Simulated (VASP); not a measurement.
An input for Ansatz (written as the equivalent of a VASP run, and not itself run):

Ansatz 0.2 input:
```yaml
crystal:
  lattice:
    - [0.0000000, 2.2686586, 2.2686586]
    - [2.2686586, 0.0000000, 2.2686586]
    - [2.2686586, 2.2686586, 0.0000000]
  atoms:
    - { symbol: Zr, position: [0.0000000, 0.0000000, 1.0000000] }
    - { symbol: C, position: [0.5000000, 0.5000000, 0.5000000] }
kpoints:
  mp_grid: { grid: [14, 14, 14] }
hamiltonian:
  xc: lda
  pseudopotentials: { kind: paw }
scf:
  occupations: { method: methfessel_paxton, width: 0.1 }
  max_iter: 100
relax:
  max_steps: 40
  f_tol: 0.02
  cell: { p_target: 20 }
output: { forces: true, stress: true, eigenvalues: true }
```

Problem. Translate this input to VASP (INCAR, KPOINTS, POSCAR, choice of POTCAR).

Solution. One answer among several that fit: 
**KPOINTS**
```
Automatic mesh
0
Gamma
14 14 14
0 0 0
```

POSCAR:
```
ZrC
1
   -0.0000000000     2.2686586164     2.2686586164
    2.2686586164    -0.0000000000     2.2686586164
    2.2686586164     2.2686586164     0.0000000000
Zr C
1 1
Direct
  0.0000000000   0.0000000000   1.0000000000
  0.5000000000   0.5000000000   0.5000000000
```

INCAR:
```
SYSTEM = ZrC
PREC = Accurate
ENCUT = 620
EDIFF = 1E-6
NELM = 100
ALGO = Normal
LREAL = .FALSE.
LASPH = .TRUE.
ISMEAR = 1
SIGMA = 0.1
LMAXMIX = 4
LWAVE = .FALSE.
LCHARG = .FALSE.
IBRION = 2
ISIF = 3
NSW = 40
EDIFFG = -0.02
PSTRESS = 200
```

POTCAR, in this order: Zr_sv C (LDA.64 set). Program: vasp_std.

What does not carry over: each code has its own PAW files, so the cut-off isn't converted (ENCUT is set for VASP's; basis.ecutwfc is left out, and Ansatz then takes the one that its files recommend); Ansatz stops its SCF on the density residual and VASP on the energy change (EDIFF); Ansatz's lda is the Perdew-Wang form, while the LDA potentials of VASP carry Perdew-Zunger's.

The compound is ZrC in the rock salt structure. It was relaxed first under an external pressure of 20 GPa.
